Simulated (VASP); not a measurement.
These are PBE GGA, VASP's PBE PAW potentials (set 64) (plane waves; VASP 6.6.1) values and carry that method's errors.

Input for VASP

### INCAR
```
LREAL=.False.   ! projection in real space or not
LMAXMIX=4   ! l cut-off of mixed one-centre charges
IBRION=8
NELM=100
ISMEAR=0
SIGMA=0.01   ! width (eV)
GGA=PE
ALGO=Normal
LEPSILON=.True.
LWAVE=.False.
ENCUT=520
LCHARG=.False.
EDIFF=1E-8
NSW=1
SYSTEM=GaN
PREC=Accurate
LASPH=.True.
```

POSCAR:
```
GaN
1.0
  1.6095892537  -2.7878903276   0.0000000000
  1.6095892537   2.7878903276   0.0000000000
  0.0000000000   0.0000000000   5.2415015396
Ga N
2 2
Cartesian
  1.6095892537  -0.9292986345   2.6210024111
  1.6095892537   0.9292986345   0.0002516413
  1.6095892537  -0.9292986345   4.5965452089
  1.6095892537   0.9292986345   1.9757944391
```

KPOINTS:
```
Automatic mesh
0
Gamma
9 9 5
0 0 0
```

POTCAR, in this order: Ga_d N (PBE.64 set). Program: vasp_std.

What VASP printed:

File OUTCAR:
```


 HEAD OF MICROSCOPIC STATIC DIELECTRIC TENSOR (INDEPENDENT PARTICLE, excluding Hartree and local field effects)
 ------------------------------------------------------
           6.164946     0.000000     0.000000
           0.000000     6.164946     0.000000
           0.000000     0.000000     6.347293
 ------------------------------------------------------

 MACROSCOPIC STATIC DIELECTRIC TENSOR (including local field effects in DFT)
 ------------------------------------------------------
           6.023873     0.000000     0.000000
          -0.000000     6.023872     0.000000
           0.000000     0.000000     6.222013
 ------------------------------------------------------

 PIEZOELECTRIC TENSOR (including local field effects)  for field in x, y, z        (e  Angst)
          XX          YY          ZZ          XY          YZ          ZX
  --------------------------------------------------------------------------------
  x     0.00000     0.00000     0.00000    -0.00000     0.00000     1.63360
  y     0.00000     0.00000     0.00000     0.00000     1.63359     0.00000
  z     1.51245     1.51245    -3.06506     0.00000     0.00000    -0.00000

 PIEZOELECTRIC TENSOR (including local field effects)  for field in x, y, z        (C/m^2)
          XX          YY          ZZ          XY          YZ          ZX
  --------------------------------------------------------------------------------
  x     0.00000     0.00000     0.00000    -0.00000     0.00000     0.55639
  y     0.00000     0.00000     0.00000     0.00000     0.55639     0.00000
  z     0.51513     0.51513    -1.04393     0.00000     0.00000    -0.00000

 BORN EFFECTIVE CHARGES (including local field effects) (in |e|, cummulative output)
 ---------------------------------------------------------------------------------
 ion    1
    1     2.63480     0.00000    -0.00000
    2     0.00000     2.63480     0.00000
    3     0.00000     0.00000     2.77777
 ion    2
    1     2.63480     0.00000     0.00000
    2     0.00000     2.63480    -0.00000
    3     0.00000     0.00000     2.77777
 ion    3
    1    -2.63480     0.00000     0.00000
    2     0.00000    -2.63480     0.00000
    3     0.00000     0.00000    -2.77777
 ion    4
    1    -2.63480     0.00000     0.00000
    2     0.00000    -2.63480    -0.00000
    3     0.00000    -0.00000    -2.77777

   1 f  =   19.604599 THz   123.179330 2PiTHz  653.939042 cm-1    81.078071 meV

   2 f  =   15.862300 THz    99.665770 2PiTHz  529.109373 cm-1    65.601172 meV

   3 f  =   15.862300 THz    99.665769 2PiTHz  529.109366 cm-1    65.601171 meV

   4 f  =   15.619549 THz    98.140518 2PiTHz  521.012057 cm-1    64.597233 meV

   5 f  =   15.619548 THz    98.140516 2PiTHz  521.012050 cm-1    64.597232 meV

   6 f  =   14.908427 THz    93.672407 2PiTHz  497.291583 cm-1    61.656271 meV

   7 f  =    9.563993 THz    60.092339 2PiTHz  319.020462 cm-1    39.553478 meV

   8 f  =    4.047858 THz    25.433445 2PiTHz  135.022023 cm-1    16.740590 meV

   9 f  =    4.047858 THz    25.433444 2PiTHz  135.022022 cm-1    16.740590 meV

  10 f/i=    0.012022 THz     0.075536 2PiTHz    0.401007 cm-1     0.049719 meV

  11 f/i=    0.018371 THz     0.115429 2PiTHz    0.612793 cm-1     0.075977 meV

  12 f/i=    0.018371 THz     0.115429 2PiTHz    0.612793 cm-1     0.075977 meV

 MACROSCOPIC STATIC DIELECTRIC TENSOR IONIC CONTRIBUTION
 ------------------------------------------------------
           4.598377     0.000000     0.000000
           0.000000     4.598377     0.000000
           0.000000     0.000000     5.606462
 ------------------------------------------------------

 ELASTIC MODULI CONTR FROM IONIC RELAXATION (kBar)
 Direction    XX          YY          ZZ          XY          YZ          ZX
 --------------------------------------------------------------------------------
 XX        -484.8439    231.8285    238.0831     -0.0000     -0.0000     -0.0000
 YY         231.8285   -484.8438    238.0831      0.0000      0.0000      0.0000
 ZZ         238.0831    238.0831   -448.0643      0.0000      0.0000      0.0000
 XY          -0.0000      0.0000      0.0000   -358.3361     -0.0000      0.0000
 YZ          -0.0000      0.0000      0.0000     -0.0000   -111.7694     -0.0000
 ZX          -0.0000      0.0000      0.0000      0.0000     -0.0000   -118.0912
 --------------------------------------------------------------------------------

 PIEZOELECTRIC TENSOR IONIC CONTR  for field in x, y, z        (C/m^2)
          XX          YY          ZZ          XY          YZ          ZX
  --------------------------------------------------------------------------------
  x    -0.00000     0.00000     0.00000    -0.00000    -0.00000    -0.69340
  y    -0.00000     0.00000     0.00000    -0.00000    -0.67458    -0.00000
  z    -0.79246    -0.79246     1.49138    -0.00000    -0.00000    -0.00000
```
(Selected blocks of OUTCAR.)

The dielectric response may not be converged in the k-mesh; for small gaps it tends to come out too large.

The compound is GaN in the wurtzite structure. It was relaxed first.
